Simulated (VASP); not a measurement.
Consider the following.

```cif
data_In4P4
_chemical_formula_sum 'In4 P4'
_space_group_name_H-M_alt 'F-43m'
_space_group_IT_number 216
_space_group_name_Hall 'F -4 2 3'
_cell_length_a 5.95595
_cell_length_b 5.95595
_cell_length_c 5.95595
_cell_angle_alpha 90.000
_cell_angle_beta 90.000
_cell_angle_gamma 90.000
loop_
_atom_site_label
_atom_site_type_symbol
_atom_site_symmetry_multiplicity
_atom_site_Wyckoff_symbol
_atom_site_fract_x
_atom_site_fract_y
_atom_site_fract_z
_atom_site_occupancy
In1 In 4 a 0.00000 0.00000 0.00000 1
P1 P 4 d 0.75000 0.75000 0.75000 1
```
(The calculation used a cell of 2 atoms; values per cell refer to that cell.)

These are PBE GGA, VASP's PBE PAW potentials (set 64) (plane waves; VASP) values and carry that method's errors. Run with 480 eV cut-off, 8×8×8 Γ-centred mesh, Gaussian smearing of 0.050 eV, potentials In_d P.

Each relaxation starts from this cell; other phases were not tried.

### Question
The cell is relaxed at 5 GPa. What happens?

### Answer
The volume per atom goes from 26.41 to 24.63 Å³ (-6.8 %), and the cell becomes a = 5.819 Å, b = 5.819 Å, c = 5.819 Å, α = 90.00°, β = 90.00°, γ = 90.00°, space group F-43m. The gap on the mesh goes from 0.45 to 0.83 eV.

### Question
The cell is relaxed at 10 GPa. What happens?

### Answer
The volume per atom goes from 26.41 to 23.32 Å³ (-11.7 %), and the cell becomes a = 5.7140 Å, b = 5.7140 Å, c = 5.7140 Å, α = 90.00°, β = 90.00°, γ = 90.00°, space group F-43m. The gap on the mesh goes from 0.45 to 1.12 eV.

Failed runs are left out, and for metals the shear rows, which the mesh's noise covers.

The compound is InP in the zinc blende structure.
